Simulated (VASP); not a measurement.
```yaml
crystal:
  lattice:
    - [3.21966, 0.00000, 0.00000]
    - [-1.60983, 2.78830, 0.00000]
    - [0.00000, 0.00000, 5.24060]
  atoms:
    - { symbol: Ga, position: [0.33333, 0.66667, 0.00000] }
    - { symbol: Ga, position: [0.66667, 0.33333, 0.50000] }
    - { symbol: N, position: [0.33333, 0.66667, 0.37700] }
    - { symbol: N, position: [0.66667, 0.33333, 0.87700] }
```

These are PBE GGA, VASP's PBE PAW potentials (set 64) (plane waves; VASP 6.6.1) values and carry that method's errors. Run with PREC = Normal, EDIFF = 1E-5, 450 eV cut-off, 11×11×6 Γ-centred mesh, Gaussian smearing of 0.050 eV, potentials Ga_d N.

What does the run give for the energy per atom (σ→0)?

- energy per atom (σ→0): -6.084 eV/atom

The compound is GaN in the wurtzite structure. It was relaxed first.
